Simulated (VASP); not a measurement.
Cost and result of VASP (PAW) for the lattice constant a of ZnS (wurtzite). Static lattice. The cost counts the five points of the equation of state, each on the mesh and cut-off of its row, so the ratios hold those differences too. With PBE it took about 2 core-minutes. The timings are rough (shared machines, no repeats); factors under 2 mean little.

```
level   k-mesh  cut-off (eV)  lattice constant a (Å)         cost over PBE
------  ------  ------------  ----------------------  --------------------
PBEsol   7×7×4           520                       …  within a factor of 2
PBE      7×7×4           520                   3.850             reference
LDA      7×7×4           520                   3.743  within a factor of 2
r2SCAN   7×7×4           520                   3.808         about 6 times
SCAN     7×7×4           520                       …                     …
```

Q: Some entries are withheld; supply them.

A: 
- PBEsol, lattice constant a (Å): 3.788
- SCAN, lattice constant a (Å): 3.791
- SCAN, cost over PBE: about 8 times

Left out are levels that failed, ran on another kind of processor or have no fit band path; at most nine are shown.

The compound is ZnS in the wurtzite structure, the high-temperature form.
